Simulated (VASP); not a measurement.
A convergence study with VASP on CdS (wurtzite): one setting is varied, all else stays as given below, so the limit is that of these other settings.

```
CdS
1.0
    2.07000    -3.58534     0.00000
    2.07000     3.58534     0.00000
    0.00000     0.00000     6.72000
Cd S
2 2
Direct
  0.66667   0.33333   0.50000
  0.33333   0.66667   0.00000
  0.66667   0.33333   0.87700
  0.33333   0.66667   0.37700
```

Computed with PBE GGA, VASP's PBE PAW potentials (set 64) (plane waves; VASP). The tightest run used: 550 eV cut-off, 15×15×9 Γ-centred mesh, Gaussian smearing of 0.050 eV, potentials Cd S.

The reference is 15×15×9 mesh, which took about 4 core-minutes. Times come from single runs on busy shared machines, so they are rough: good to a factor of about 2.

### Question
Of the settings 1×1×1 mesh; 2×2×1 mesh; 3×3×2 mesh; 4×4×2 mesh; 5×5×3 mesh; 6×6×3 mesh; 7×7×4 mesh; 8×8×5 mesh; 9×9×5 mesh; 10×10×6 mesh; 11×11×6 mesh; 12×12×7 mesh; 13×13×7 mesh; 14×14×8 mesh; 15×15×9 mesh, which is the lowest that keeps the difference from the reference in the stress, largest component (GPa) within 0.2 from there on, and what does it cost?

### Answer
4×4×2 mesh; its cost over the reference is about 1/10.
| setting | difference in the stress, largest component (GPa) | cost over the reference |
|---|---|---|
| 1×1×1 mesh | 25.19 | about 1/40 |
| 2×2×1 mesh | 4.20 | about 1/20 |
| 3×3×2 mesh | 0.64 | about 1/10 |
| 4×4×2 mesh | 0.13 | about 1/10 |
| 5×5×3 mesh | 0.04 | about 1/10 |
| 6×6×3 mesh | 0.01 | about 1/10 |
| 7×7×4 mesh | 0.01 | about 1/6 |
| 8×8×5 mesh | 0.00 | about 1/5 |
| 9×9×5 mesh | 0.00 | about 1/4 |
| 10×10×6 mesh | 0.00 | about 1/3 |
| 11×11×6 mesh | 0.00 | about 1/3 |
| 12×12×7 mesh | 0.00 | about 1/3 |
| 13×13×7 mesh | 0.00 | about 1/2 |
| 14×14×8 mesh | 0.00 | within a factor of 2 |
| 15×15×9 mesh | 0.00 | reference |

Left out are rungs that failed or repeat a setting and relaxations that didn't move; long series are thinned to 24 rows.

The compound is CdS in the wurtzite structure. The cell was not relaxed at this level.
